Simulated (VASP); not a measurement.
Input:

```xyz
3
Lattice="0.0000 2.8015 2.8015 2.8015 0.0000 2.8015 2.8015 2.8015 0.0000" Properties=species:S:1:pos:R:3 pbc="T T T"
Li     1.4007     1.4007     1.4007
Li     4.2022     4.2022     4.2022
S      0.0000     2.8015     2.8015
```

These are revTPSS meta-GGA, VASP's PBE PAW potentials (set 64) (plane waves; VASP) values and carry that method's errors. Run with 520 eV cut-off, 7×7×7 Γ-centred mesh, Gaussian smearing of 0.050 eV, potentials Li_sv S.

**Question.** Give the stress tensor in GPa (positive for a compressed cell).

**Answer.** 
```
1.51  0.00  0.00
0.00  1.51  0.00
0.00  0.00  1.51
```
The pressure is its mean diagonal, 1.51 GPa.

The compound is Li2S in the antifluorite structure. This cell is one point of a volume scan, at 0.97 of the reference volume.
